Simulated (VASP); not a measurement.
Here is the system:

```
CELL_PARAMETERS angstrom
      0.00000     3.12120     3.12120
      3.12120     0.00000     3.12120
      3.12120     3.12120     0.00000
ATOMIC_POSITIONS crystal
  Pb 0.00000 0.00000 0.00000
  Se 0.50000 0.50000 0.50000
```

The numbers are results of PBE GGA, VASP's PBE PAW potentials (set 64) (plane waves; VASP), not measurements. Run with 250 eV cut-off, 7×7×7 Γ-centred mesh, Gaussian smearing of 0.050 eV, potentials Pb_d Se.

**Question.** Predict the energy per atom (σ→0).

**Answer.** 
The energy per atom (σ→0) comes out as -4.097 eV/atom.

The compound is PbSe in the rock salt structure. The cell was not relaxed at this level. The run is one of a series of settings (ENCUT = 250 against the base run), some of them coarse on purpose.
